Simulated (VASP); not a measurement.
Input:

```
Se
1.0
    1.81994    -3.15222     0.00000
    1.81994     3.15222     0.00000
    0.00000     0.00000     5.12260
Se
3
Direct
  0.00000   0.28255   0.66667
  0.71745   0.71745   0.00000
  0.28255   0.00000   0.33333
```

All values below come from LDA (Ceperley-Alder, Perdew-Zunger), VASP's LDA PAW potentials (set 64) (plane waves; VASP). Run with 500 eV cut-off, 7×7×5 Γ-centred mesh, Gaussian smearing of 0.050 eV, potentials Se.

Problem. Estimate the energy per atom (σ→0), pressure.

Solution. 
```
Property                       Result
---------------------  --------------
energy per atom (σ→0)  -4.073 eV/atom
pressure                     9.97 GPa
```

The absolute energy has meaning only against runs of the same code, potentials and settings.

The compound is Se in the trig structure. It was relaxed first under an external pressure of 10 GPa.
